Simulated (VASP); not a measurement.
Write the native input for VASP 6.6.1 that does the following.

```yaml
Task: single point
Functional: r2SCAN
Potentials_or_basis: VASP PAW PBE potentials, release 64 (Ho, O)
Cutoff: 520 eV
k_mesh: 7 × 7 × 6
Occupations: gaussian, width 0.05 eV
Spin: collinear spin, ferromagnetic start
Starting_moments: "[4.0, 0.0] μB"
Hubbard_terms: Ho f U = 2 eV
Further_INCAR_settings: ALGO = Normal; EDIFF = 1e-07; NBANDS = 24
```

The structure of HoO lies in POSCAR:

```
HoO
1.0
    3.0640300800      0.0000000000      0.0000000000
   -1.5320150400      2.6535278900      0.0000000000
    0.0000000000      0.0000000000      2.9903415500
Ho O
1 1
Direct
    0.0000000000      0.0000000000      0.0000000000
    0.6666666667      0.3333333333      0.5000000000
```

The cell comes from a database or a generator and needn't be the stable form of this composition.

These files were run (other wordings do the same):

INCAR

```
SYSTEM = HoO
PREC = Accurate
ENCUT = 520
EDIFF = 1E-7
ISMEAR = 0
SIGMA = 0.05
LREAL = .FALSE.
LASPH = .TRUE.
NELM = 120
ALGO = Normal
ISIF = 2
LWAVE = .FALSE.
LCHARG = .TRUE.
ISPIN = 2
MAGMOM = 4 0
LORBIT = 11
LMAXMIX = 6
LDAU = .TRUE.
LDAUTYPE = 2
LDAUL = 3 -1
LDAUU = 2 0
LDAUJ = 0 0
LDAUPRINT = 1
METAGGA = R2SCAN
LMIXTAU = .TRUE.
LELF = .TRUE.
LVHAR = .TRUE.
NBANDS = 24
```

KPOINTS

```
Automatic mesh
0
G
  7 7 6
  0 0 0
```

Potentials or basis: VASP PAW PBE potentials, release 64 (Ho, O).

Launch:

```bash
$ cat potpaw_PBE.64/Ho/POTCAR potpaw_PBE.64/O/POTCAR > POTCAR
$ mpirun -np 1 vasp_std > vasp.out
```

Results of the run:

```
Pressure                                              : 28.2 GPa
Band gap on the k mesh                                : none (metal or under the smearing width)
Net moment                                            : 3.71 μB per cell
Site moments                                          : Ho +3.76; O -0.03 μB
Valence electrons inside the program's atomic spheres : Ho 18.70; O 5.11
```

Caveat: the magnetic or orbital state may not be the lowest; a pressure of tens of GPa on the cell as given is suspect, and the run, the potentials or the cell itself is likely at fault; the PAW data sets were made with another functional, which shifts forces and pressure a little; spin-orbit coupling is left out, which moves the levels of the heavy elements.

Run time: 2.1 min on 1 thread of Intel(R) Xeon(R) 6975P-C (Granite Rapids), on a shared host, peak memory 0.19 GiB.
